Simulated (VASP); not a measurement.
Input for VASP

### KPOINTS
```
Automatic mesh
0
Gamma
16 16 16
0 0 0
```

POSCAR:
```
Ir
1.0
  0.0000000000   1.9166122005   1.9166122005
  1.9166122005   0.0000000000   1.9166122005
  1.9166122005   1.9166122005   0.0000000000
Ir
1
Direct
  0.0000000000   0.0000000000   0.0000000000
```

### INCAR
```
ALGO = Normal
EDIFF = 1E-6
EDIFFG = -0.02
ENCUT = 500
GGA = PS
IBRION = 2
ISIF = 3
ISMEAR = 1
LASPH = .TRUE.
LCHARG = .FALSE.
LMAXMIX = 6
LREAL = .FALSE.
LWAVE = .FALSE.
NELM = 100
NSW = 40
PREC = Accurate
SIGMA = 0.1
SYSTEM = Ir
```

POTCAR, in this order: Ir (PBE.64 set). Program: vasp_std.

Translate this PBEsol calculation to Quantum ESPRESSO's pw.x.

One equivalent input (not run):
```
&CONTROL
  calculation = 'vc-relax'
  pseudo_dir = './pseudo'
  outdir = './out'
  tprnfor = .true.
  tstress = .true.
  nstep = 40
  forc_conv_thr = 0.00078
/
&SYSTEM
  ibrav = 0
  nat = 1
  ntyp = 1
  ecutwfc = 68
  occupations = 'smearing'
  smearing = 'methfessel-paxton'
  degauss = 0.00735
  input_dft = 'pbesol'
/
&ELECTRONS
  conv_thr = 7.3e-08
  electron_maxstep = 100
/
&IONS
/
&CELL
/
ATOMIC_SPECIES
  Ir 192.217 Ir.upf
CELL_PARAMETERS angstrom
     0.0000000    1.9166122    1.9166122
     1.9166122    0.0000000    1.9166122
     1.9166122    1.9166122   -0.0000000
ATOMIC_POSITIONS crystal
  Ir   0.0000000  0.0000000  0.0000000
K_POINTS automatic
  16 16 16 0 0 0
```
The two are equivalent in intent, not identical: the potentials are each code's own (VASP's PAW set, PseudoDojo norm-conserving files in pw.x), so ENCUT and ecutwfc are chosen apart and not converted; conv_thr bounds pw.x's estimated SCF error, while EDIFF bounds the energy change between steps; forc_conv_thr acts on force components and is met together with etot_conv_thr.

The compound is Ir in the fcc structure. This run relaxes it. Symmetry was kept, so distortions that lower it aren't found.
